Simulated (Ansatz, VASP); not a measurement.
## InW3: VASP beside Ansatz

File INCAR:

```
SYSTEM = InW3
PREC     = Accurate       ! precision mode
ENCUT    = 520            ! plane-wave cutoff, eV
EDIFF    = 1E-6           ! SCF threshold, eV
ISMEAR   = 0              ! smearing method
SIGMA    = 0.1            ! smearing width, eV
LREAL    = .FALSE.        ! projectors in reciprocal space
LASPH    = .TRUE.         ! aspherical terms in the spheres
NELM     = 60             ! most SCF steps
ALGO     = Fast           ! electronic algorithm
ISIF     = 2              ! what is computed and relaxed
LWAVE    = .FALSE.        ! write WAVECAR
LCHARG   = .FALSE.        ! write CHGCAR
GGA      = PE             ! functional
NBANDS   = 36             ! bands
```

File KPOINTS:

```
Automatic mesh
0
G
  6 6 6
  0 0 0
```

POSCAR

```
InW3
1.0
   -2.0100934880      2.0100934880      4.4900789602
    2.0100934880     -2.0100934880      4.4900789602
    2.0100934880      2.0100934880     -4.4900789602
In W
1 3
Direct
    0.0000000000      0.0000000000      0.0000000000
    0.5000000000      0.5000000000      0.0000000000
    0.2500000000      0.7500000000      0.5000000000
    0.7500000000      0.2500000000      0.5000000000
```

Input for Ansatz:

```yaml
crystal:
  lattice:
    - [-2.010093488, 2.010093488, 4.4900789602]
    - [2.010093488, -2.010093488, 4.4900789602]
    - [2.010093488, 2.010093488, -4.4900789602]
  atoms:
    - { symbol: In, position: [0.0, 0.0, 0.0] }
    - { symbol: W, position: [0.5, 0.5, 0.0] }
    - { symbol: W, position: [0.25, 0.75, 0.5] }
    - { symbol: W, position: [0.75, 0.25, 0.5] }
basis:
  ecutwfc: 420
kpoints:
  mp_grid: { grid: [6, 6, 6] }
hamiltonian:
  xc: pbe
scf:
  occupations: { method: gaussian, width: 0.1 }
  lower_state_search: "off"
output:
  forces: true
  stress: true
  eigenvalues: true
```

Alike in both runs: task single point; functional PBE; k mesh 6 × 6 × 6; occupations gaussian, width 0.1 eV; no spin polarisation.

|  | VASP | Ansatz |
| --- | --- | --- |
| version | VASP 6.6.1 | Ansatz 0.2.0 |
| potentials or method | VASP PAW PBE potentials, release 64 (In_d, W_sv) | scalar-relativistic, plane waves, PAW |
| plane-wave cutoff (eV) | 520 | 420 |
| valence electrons in the cell | 55 | 55 |

```tsv
	VASP	Ansatz	Ansatz less VASP
gap on the k mesh at the Fermi level (eV)	none	none	-
pressure (GPa)	-11.8	-11.9	-0.17
largest component of the traceless stress (GPa)	4.54	4.50	-0.045
```

A gap of «none» marks a metal or a gap that the smearing closes. The functional is the same, so the differences come from potentials, cutoffs and numerics.

Caveats: the k mesh is coarse (spacing up to 0.37 Å⁻¹), so the values aren't converged. The runs have no spin-orbit coupling, so splittings on W are missing.
